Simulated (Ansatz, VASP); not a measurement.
# Cross-check of TiB2 between VASP and Ansatz, part 2 of 2

Aim: how closely do two programs agree when they are given the same cell, functional and k mesh? The cell is taken from a series of runs on this material, whose earlier steps may have relaxed, scaled, displaced or heated it; both programs get it as it stands.

VASP 6.6.1 and Ansatz 0.2.0.

So far: The structure; Ansatz: zone-centre phonons, LDA.

**3. VASP: zone-centre phonons, LDA**

Level of this step: LDA; plane waves and PAW (B, Ti_sv) (VASP).

The same cell, functional (in two slightly different forms), mesh and smearing now go to VASP, with its own data sets.

Lines of VASP's logs that name or quote its potential files are left out, and so is its time.

INCAR reads:

```
SYSTEM = TiB2
PREC = Accurate
ENCUT = 500
EDIFF = 1E-08
NELM = 120
ISMEAR = 1
SIGMA = 0.2
LREAL = .FALSE.
ALGO = Normal
GGA = CA
NBANDS = 15
LASPH = .TRUE.
LORBIT = 11
LWAVE = .FALSE.
LCHARG = .FALSE.
ISIF = 2
IBRION = 8
GGA_COMPAT = .FALSE.
KPAR = 2
```

POSCAR reads:

```
TiB2
1.0
    3.0279671586      0.0000000000      0.0000000000
   -1.5139835793      2.6222964812      0.0000000000
    0.0000000000      0.0000000000      3.2122319675
B Ti
2 1
Direct
    0.3333333333      0.6666666667      0.5000000000
    0.6666666667      0.3333333333      0.5000000000
    0.0000000000      0.0000000000      0.0000000000
```

KPOINTS reads:

```
Automatic mesh
0
Gamma
18 18 16
0 0 0
```

The projector-augmented-wave data sets are B and Ti_sv (LDA family, release 64).

Run with:

```
mpirun -np 2 vasp_std
```

Numbers of over 12 decimals in the logs are rounded to 6 here.

The log of the run:

```text
[banner, memory and clock lines left out]
running    2 mpi-ranks, on    1 nodes
 distrk:  each k-point on    1 cores,    2 groups
 distr:  one band on    1 cores,    1 groups

 POSCAR found type information on POSCAR B Ti
 POSCAR found :  2 types and       3 ions
 LDA part: xc-table for (Slater(with rela. corr.)+CA(PZ))
 , standard interpolation
 POSCAR, INCAR and KPOINTS ok, starting setup
 FFT: planning ... GRIDC
 FFT: planning ... GRID_SOFT
 FFT: planning ... GRID
 WAVECAR not read
 entering main loop
       N       E                     dE             d eps       ncg     rms          rms(c)
DAV:   1     0.118078429954E+03    0.11808E+03   -0.89007E+03  9990   0.133E+03
DAV:   2    -0.247096578756E+02   -0.14279E+03   -0.13828E+03 10515   0.350E+02
DAV:   3    -0.319628396186E+02   -0.72532E+01   -0.71808E+01 14580   0.773E+01
DAV:   4    -0.321463600514E+02   -0.18352E+00   -0.18311E+00 12137   0.109E+01
DAV:   5    -0.321512796775E+02   -0.49196E-02   -0.49194E-02 14996   0.151E+00    0.164E+01
DAV:   6    -0.269191893764E+02    0.52321E+01   -0.22517E+01 14156   0.523E+01    0.365E+00
DAV:   7    -0.268997107537E+02    0.19479E-01   -0.14135E+00 10803   0.139E+01    0.331E+00
DAV:   8    -0.268948695312E+02    0.48412E-02   -0.91420E-02 16800   0.263E+00    0.934E-01
DAV:   9    -0.268937842957E+02    0.10852E-02   -0.39027E-02 12556   0.274E+00    0.279E-01
DAV:  10    -0.268931670191E+02    0.61728E-03   -0.39633E-03 13724   0.785E-01    0.606E-02
DAV:  11    -0.268931726529E+02   -0.56339E-05   -0.32469E-04 14400   0.189E-01    0.654E-02
DAV:  12    -0.268931553184E+02    0.17335E-04   -0.94538E-05 12987   0.125E-01    0.787E-03
DAV:  13    -0.268931545498E+02    0.76861E-06   -0.39526E-06 12139   0.223E-02    0.213E-03
DAV:  14    -0.268931546033E+02   -0.53509E-07   -0.22511E-07 12366   0.432E-03    0.909E-04
DAV:  15    -0.268931545727E+02    0.30570E-07   -0.49020E-08 12043   0.172E-03    0.453E-04
DAV:  16    -0.268931545773E+02   -0.45357E-08   -0.31674E-09  6117   0.651E-04
   1 F= -.26893155E+02 E0= -.26893371E+02  d E =0.650607E-03
 Linear response reoptimize wavefunctions to high precision
DAV:   1    -0.268931545774E+02   -0.15916E-09   -0.64701E-10  7553   0.221E-04
DAV:   2    -0.268931545774E+02   -0.22737E-12   -0.11987E-10  5317   0.966E-05
 Linear response DOF=           4
 Linear response progress:
  Degree of freedom:   1/  4
       N       E                     dE             d eps       ncg     rms          rms(c)
RMM:   1    -0.507119454896E-01   -0.50712E-01   -0.27822E-02102787   0.139E+00
RMM:   2    -0.450250159838E-01    0.56869E-02   -0.29916E-03 85528   0.369E-01    0.169E-01
RMM:   3    -0.448272129301E-01    0.19780E-03   -0.11516E-03 86194   0.188E-01    0.837E-02
RMM:   4    -0.454036509658E-01   -0.57644E-03   -0.79816E-04 85547   0.143E-01    0.917E-03
RMM:   5    -0.453959765605E-01    0.76744E-05   -0.13851E-04104147   0.528E-02    0.332E-03
RMM:   6    -0.454175888088E-01   -0.21612E-04   -0.31817E-05109104   0.225E-02    0.138E-03
RMM:   7    -0.454096298127E-01    0.79590E-05   -0.55719E-06105906   0.939E-03    0.457E-04
RMM:   8    -0.454152889672E-01   -0.56592E-05   -0.11648E-06108463   0.454E-03    0.209E-04
RMM:   9    -0.454137798647E-01    0.15091E-05   -0.41591E-07109102   0.221E-03    0.649E-05
RMM:  10    -0.454138832208E-01   -0.10336E-06   -0.21969E-07109412   0.110E-03    0.194E-05
RMM:  11    -0.454140240271E-01   -0.14081E-06    0.40714E-08110746   0.565E-04    0.138E-05
RMM:  12    -0.454140006542E-01    0.23373E-07   -0.63288E-08110828   0.301E-04    0.883E-06
RMM:  13    -0.454139678544E-01    0.32800E-07   -0.18784E-08110345   0.159E-04    0.604E-06
RMM:  14    -0.454139665356E-01    0.13188E-08   -0.20808E-08113519   0.894E-05    0.176E-06
 first order change of Fermi-energy   0.61286E-04
 force on displaced ion       1 direction 1 : -18.704  -0.000   0.000
 Linear response progress:
  Degree of freedom:   2/  4
       N       E                     dE             d eps       ncg     rms          rms(c)
RMM:   1    -0.465956189652E-01   -0.46596E-01    0.10445E-02 32896   0.171E+00
RMM:   2    -0.445967547066E-01    0.19989E-02   -0.24329E-03 30143   0.350E-01    0.130E-01
RMM:   3    -0.445194578582E-01    0.77297E-04   -0.10565E-03 30683   0.185E-01    0.630E-02
RMM:   4    -0.449660141177E-01   -0.44656E-03   -0.56768E-04 31296   0.129E-01    0.122E-02
RMM:   5    -0.450095963604E-01   -0.43582E-04   -0.11387E-04 35534   0.527E-02    0.351E-03
RMM:   6    -0.450367123567E-01   -0.27116E-04   -0.22573E-05 37398   0.234E-02    0.141E-03
RMM:   7    -0.450234307951E-01    0.13282E-04   -0.48709E-06 36494   0.106E-02    0.515E-04
RMM:   8    -0.450256340312E-01   -0.22032E-05   -0.16634E-06 37381   0.537E-03    0.195E-04
RMM:   9    -0.450258749966E-01   -0.24097E-06   -0.25138E-06 37308   0.256E-03    0.118E-04
RMM:  10    -0.450256700559E-01    0.20494E-06   -0.22372E-06 36750   0.138E-03    0.901E-05
RMM:  11    -0.450262173221E-01   -0.54727E-06   -0.13734E-06 36798   0.693E-04    0.406E-05
RMM:  12    -0.450261664173E-01    0.50905E-07   -0.85117E-07 38327   0.375E-04    0.810E-06
RMM:  13    -0.450261467615E-01    0.19656E-07   -0.53538E-07 38464   0.188E-04    0.390E-06
RMM:  14    -0.450261377514E-01    0.90101E-08   -0.33935E-07 37637   0.102E-04    0.108E-05
RMM:  15    -0.450261259081E-01    0.11843E-07   -0.18569E-07 36717   0.575E-05    0.312E-06
RMM:  16    -0.450261180841E-01    0.78240E-08   -0.12353E-07 39032   0.315E-05    0.172E-06
RMM:  17    -0.450261181205E-01   -0.36422E-10   -0.70297E-08 36966   0.169E-05    0.131E-06
 first order change of Fermi-energy  -0.24721E-03
 force on displaced ion       1 direction 3 :  -0.000  -0.000  -9.558
 Linear response progress:
  Degree of freedom:   3/  4
       N       E                     dE             d eps       ncg     rms          rms(c)
RMM:   1    -0.679023410475E+00   -0.67902E+00    0.74984E+00 24875   0.129E+02
RMM:   2    -0.644493341738E+00    0.34530E-01   -0.32553E-01 41041   0.510E+00    0.173E-01
RMM:   3    -0.643000231060E+00    0.14931E-02   -0.21916E-02 48366   0.122E+00    0.747E-02
RMM:   4    -0.642827446338E+00    0.17278E-03   -0.12468E-02 54587   0.548E-01    0.196E-02
RMM:   5    -0.643617314650E+00   -0.78987E-03   -0.10601E-03 55888   0.185E-01    0.106E-02
RMM:   6    -0.643950541533E+00   -0.33323E-03   -0.27123E-04 57384   0.804E-02    0.390E-03
RMM:   7    -0.644090840951E+00   -0.14030E-03   -0.62359E-05 57260   0.363E-02    0.120E-03
RMM:   8    -0.644134500714E+00   -0.43660E-04   -0.19086E-05 58654   0.164E-02    0.263E-04
RMM:   9    -0.644145003659E+00   -0.10503E-04   -0.10959E-05 59708   0.851E-03    0.931E-05
RMM:  10    -0.644146880478E+00   -0.18768E-05   -0.78350E-06 60667   0.452E-03    0.797E-05
RMM:  11    -0.644148689553E+00   -0.18091E-05   -0.58394E-06 60339   0.276E-03    0.816E-05
RMM:  12    -0.644164732754E+00   -0.16043E-04   -0.45266E-06 51432   0.218E-03    0.365E-04
RMM:  13    -0.644150977326E+00    0.13755E-04   -0.32935E-06 51997   0.173E-03    0.515E-05
RMM:  14    -0.644151585802E+00   -0.60848E-06   -0.24296E-06 59025   0.115E-03    0.472E-05
RMM:  15    -0.644151345562E+00    0.24024E-06   -0.20157E-06 60761   0.885E-04    0.610E-05
RMM:  16    -0.644151669958E+00   -0.32440E-06   -0.16357E-06 59184   0.714E-04    0.602E-05
RMM:  17    -0.644152951473E+00   -0.12815E-05   -0.13318E-06 51954   0.628E-04    0.286E-05
RMM:  18    -0.644153034514E+00   -0.83041E-07   -0.10594E-06 57086   0.522E-04    0.264E-05
RMM:  19    -0.644153084954E+00   -0.50440E-07   -0.83958E-07 57792   0.454E-04    0.262E-05
RMM:  20    -0.644153123168E+00   -0.38214E-07   -0.67334E-07 58799   0.398E-04    0.283E-05
 first order change of Fermi-energy   0.27644E-03
 force on displaced ion       3 direction 1 : -14.125   0.000   0.000
 Linear response progress:
  Degree of freedom:   4/  4
       N       E                     dE             d eps       ncg     rms          rms(c)
RMM:   1    -0.783031328692E+00   -0.78303E+00    0.25342E-01 10254   0.125E+02
RMM:   2    -0.737351883715E+00    0.45679E-01   -0.30650E-01 16350   0.472E+00    0.190E-01
RMM:   3    -0.736338849378E+00    0.10130E-02   -0.22906E-02 19080   0.116E+00    0.839E-02
RMM:   4    -0.736880411958E+00   -0.54156E-03   -0.16153E-02 20985   0.564E-01    0.268E-02
RMM:   5    -0.737881074031E+00   -0.10007E-02   -0.13654E-03 21944   0.187E-01    0.188E-02
RMM:   6    -0.739040017141E+00   -0.11589E-02   -0.26968E-04 19593   0.950E-02    0.899E-03
RMM:   7    -0.738652710598E+00    0.38731E-03   -0.80682E-05 20913   0.420E-02    0.280E-03
RMM:   8    -0.738745604348E+00   -0.92894E-04   -0.26585E-05 22517   0.195E-02    0.635E-04
RMM:   9    -0.738762092353E+00   -0.16488E-04   -0.18968E-05 23371   0.983E-03    0.253E-04
RMM:  10    -0.738760194538E+00    0.18978E-05   -0.12610E-05 23340   0.548E-03    0.201E-04
RMM:  11    -0.738763225980E+00   -0.30314E-05   -0.17402E-05 23355   0.329E-03    0.144E-04
RMM:  12    -0.738770495385E+00   -0.72694E-05   -0.15300E-05 21833   0.238E-03    0.324E-05
RMM:  13    -0.738770661536E+00   -0.16615E-06   -0.13549E-05 23944   0.168E-03    0.165E-05
RMM:  14    -0.738770801797E+00   -0.14026E-06   -0.11851E-05 23709   0.129E-03    0.127E-05
RMM:  15    -0.738770455612E+00    0.34618E-06   -0.10495E-05 22485   0.105E-03    0.277E-05
RMM:  16    -0.738770366235E+00    0.89378E-07   -0.91981E-06 23800   0.868E-04    0.302E-05
RMM:  17    -0.738770535695E+00   -0.16946E-06   -0.84131E-06 21782   0.736E-04    0.264E-05
RMM:  18    -0.738770784224E+00   -0.24853E-06   -0.73885E-06 21131   0.635E-04    0.223E-05
RMM:  19    -0.738770874848E+00   -0.90624E-07   -0.66577E-06 22886   0.547E-04    0.223E-05
RMM:  20    -0.738770933182E+00   -0.58335E-07   -0.59566E-06 23387   0.475E-04    0.251E-05
 first order change of Fermi-energy   0.20713E-02
 force on displaced ion       3 direction 3 :  -0.000   0.000 -13.903
 Linear response finished
```

Parts of OUTCAR (step 3):

```text
ion  position               nearest neighbor table
   1  0.333  0.667  0.500-   2 1.75   2 1.75   2 1.75   3 2.37   3 2.37   3 2.37   3 2.37   3 2.37
                             3 2.37
   2  0.667  0.333  0.500-   1 1.75   1 1.75   1 1.75   3 2.37   3 2.37   3 2.37   3 2.37   3 2.37
                             3 2.37
   3  0.000  0.000  0.000-   1 2.37   2 2.37   1 2.37   2 2.37   2 2.37   2 2.37   1 2.37   1 2.37
                             2 2.37   2 2.37   1 2.37   1 2.37

  LATTYP: Found a hexagonal cell.
 ALAT       =     3.0279671586
 C/A-ratio  =     1.0608542957

 Subroutine GETGRP returns: Found 24 space group operations
 (whereof 24 operations were pure point group operations)

The static configuration has the point symmetry D_6h.

 Found    333 irreducible k-points:

   k-points           NKPTS =    333   k-points in BZ     NKDIM =    333   number of bands    NBANDS=     15

   dimension x,y,z NGX =    24 NGY =   24 NGZ =   24
   dimension x,y,z NGXF=    48 NGYF=   48 NGZF=   48

   ENCUT  =  500.0 eV  36.75 Ry    6.06 a.u.   5.52  5.52  5.86*2*pi/ulx,y,z

   NELECT =      18.0000    total number of electrons

 k-points in reciprocal lattice and weights: Automatic mesh
   0.00000000  0.00000000  0.00000000       0.000
   0.05555556 -0.00000000  0.00000000       0.001
   0.11111111 -0.00000000  0.00000000       0.001
   0.16666667 -0.00000000  0.00000000       0.001
   0.22222222  0.00000000  0.00000000       0.001
   0.27777778  0.00000000  0.00000000       0.001
   0.33333333  0.00000000  0.00000000       0.001
   0.38888889  0.00000000  0.00000000       0.001
   0.44444444  0.00000000  0.00000000       0.001
[...]
0.33333333  0.27777778  0.50000000       0.002
   0.33333333  0.33333333  0.50000000       0.000

 average (electrostatic) potential at core
       1 -27.4607       2 -27.4607       3 -70.8067

  Total       -1.5187856     -1.5187856     -1.5190711      0.0000000      0.0000000      0.0000000
  in kB      -95.4041351    -95.4041351    -95.4220690      0.0000000      0.0000000      0.0000000
  external PRESSURE =     -95.4101131 kB  Pullay stress =       0.0000000 kB

  energy-cutoff  :      500.00
  volume of cell :       25.51
      direct lattice vectors                 reciprocal lattice vectors
     3.027967159  0.000000000  0.000000000     0.330254573  0.190672566  0.000000000
    -1.513983579  2.622296481  0.000000000     0.000000000  0.381345133  0.000000000
     0.000000000  0.000000000  3.212231968     0.000000000  0.000000000  0.311310021

 POSITION                                       TOTAL-FORCE (eV/Angst)
 -----------------------------------------------------------------------------------
     -0.00000      1.74820      1.60612        -0.000000     -0.000000      0.000000
      1.51398      0.87410      1.60612         0.000000      0.000000     -0.000000
      0.00000      0.00000      0.00000         0.000000      0.000000     -0.000000
 -----------------------------------------------------------------------------------
    total drift:                               -0.000000      0.000000      0.000000

 Eigenvectors and eigenvalues of the dynamical matrix
 ----------------------------------------------------

   1 f  =   26.200196 THz   164.620689 2PiTHz  873.944481 cm-1   108.355257 meV
             X         Y         Z           dx          dy          dz
     -0.000000  1.748198  1.606116    -0.000000    0.707107    0.000000
      1.513984  0.874099  1.606116    -0.000000   -0.707107   -0.000000
      0.000000  0.000000  0.000000    -0.000000    0.000000   -0.000000

   2 f  =   26.200196 THz   164.620689 2PiTHz  873.944481 cm-1   108.355257 meV
             X         Y         Z           dx          dy          dz
     -0.000000  1.748198  1.606116     0.707107    0.000000    0.000000
      1.513984  0.874099  1.606116    -0.707107   -0.000000   -0.000000
      0.000000  0.000000  0.000000    -0.000000   -0.000000    0.000000

   3 f  =   16.591931 THz   104.250178 2PiTHz  553.447251 cm-1    68.618683 meV
             X         Y         Z           dx          dy          dz
     -0.000000  1.748198  1.606116     0.000000   -0.000000    0.707107
      1.513984  0.874099  1.606116     0.000000    0.000000   -0.707107
      0.000000  0.000000  0.000000    -0.000000   -0.000000    0.000000

   4 f  =   15.208594 THz    95.558415 2PiTHz  507.304095 cm-1    62.897663 meV
             X         Y         Z           dx          dy          dz
     -0.000000  1.748198  1.606116    -0.000000   -0.586640    0.000000
      1.513984  0.874099  1.606116    -0.000000   -0.586640    0.000000
      0.000000  0.000000  0.000000     0.000000    0.558307   -0.000000

   5 f  =   15.208594 THz    95.558415 2PiTHz  507.304095 cm-1    62.897663 meV
             X         Y         Z           dx          dy          dz
     -0.000000  1.748198  1.606116    -0.586640    0.000000    0.000000
      1.513984  0.874099  1.606116    -0.586640    0.000000   -0.000000
      0.000000  0.000000  0.000000     0.558307   -0.000000    0.000000

   6 f  =   15.093917 THz    94.837878 2PiTHz  503.478882 cm-1    62.423397 meV
             X         Y         Z           dx          dy          dz
     -0.000000  1.748198  1.606116     0.000000    0.000000    0.586729
      1.513984  0.874099  1.606116     0.000000    0.000000    0.586729
      0.000000  0.000000  0.000000     0.000000   -0.000000   -0.558121

   7 f/i=    0.006517 THz     0.040946 2PiTHz    0.217378 cm-1     0.026951 meV
             X         Y         Z           dx          dy          dz
     -0.000000  1.748198  1.606116     0.000000    0.000000    0.394651
      1.513984  0.874099  1.606116     0.000000    0.000000    0.394651
      0.000000  0.000000  0.000000     0.000000    0.000000    0.829760

   8 f/i=    0.009985 THz     0.062735 2PiTHz    0.333048 cm-1     0.041293 meV
             X         Y         Z           dx          dy          dz
     -0.000000  1.748198  1.606116     0.055913    0.390803   -0.000000
      1.513984  0.874099  1.606116     0.055913    0.390803   -0.000000
      0.000000  0.000000  0.000000     0.117501    0.821271   -0.000000

   9 f/i=    0.009985 THz     0.062735 2PiTHz    0.333048 cm-1     0.041293 meV
             X         Y         Z           dx          dy          dz
     -0.000000  1.748198  1.606116    -0.390803    0.055913   -0.000000
      1.513984  0.874099  1.606116    -0.390803    0.055913   -0.000000
      0.000000  0.000000  0.000000    -0.821271    0.117501   -0.000000

 ELASTIC MODULI CONTR FROM IONIC RELAXATION (kBar)
 Direction    XX          YY          ZZ          XY          YZ          ZX
 --------------------------------------------------------------------------------
 XX         -39.5167     39.5167      0.0000      0.0000      0.0000      0.0000
 YY          39.5167    -39.5167     -0.0000     -0.0000      0.0000     -0.0000
 ZZ           0.0000     -0.0000     -0.0000     -0.0000      0.0000     -0.0000
 XY           0.0000     -0.0000     -0.0000    -39.5167      0.0000      0.0000
 YZ           0.0000      0.0000      0.0000      0.0000      0.0000      0.0000
 ZX           0.0000     -0.0000     -0.0000      0.0000      0.0000     -0.0000
 --------------------------------------------------------------------------------
```

**4. Side by side**

Known differences besides the potentials themselves: the two LDA forms differ slightly; the cutoff is 420 eV in Ansatz and 500 eV in VASP; VASP's log shows a relativistic correction to its local exchange, Ansatz's none. Total energies have different zeros and are not compared.

Compared:

| quantity | Ansatz | VASP | difference |
| --- | --- | --- | --- |
| optical mode 1 (cm⁻¹) | 501.7 | 503.5 | -0.35 % |
| optical mode 2 to 3 (cm⁻¹) | 506.7 | 507.3 | -0.12 % |
| optical mode 4 (cm⁻¹) | 552.4 | 553.4 | -0.19 % |
| optical mode 5 to 6 (cm⁻¹) | 872.4 | 873.9 | -0.18 % |

Modes are paired by rising frequency, not by their patterns, so a pair may set unlike modes beside each other; they are those without the splitting of longitudinal modes.

**5. Summary of results**

| Item | Value |
| --- | --- |
| r.m.s. difference of the optical zone-centre modes, each program's sorted by frequency (zone-centre phonons, LDA) | 1.3 cm⁻¹ |

In words: The r.m.s. difference of the optical zone-centre modes, each program's sorted by frequency is 1.3 cm⁻¹ (zone-centre phonons, LDA). How closely two codes agree says nothing of how well the functional describes the real material.

[Lines on the potential files, build, host, timing and source positions are cut from VASP's logs without a mark.]

[Logs are printed without paths, hosts, clocks, repeated set-up lines and the standing remarks that a program may print on its own settings, such as how far it seeks lower states.]

[Hosts, paths, dates, database ids (printed as entryN), source tags and the programs' standing remarks are cut or masked in the printed files.]
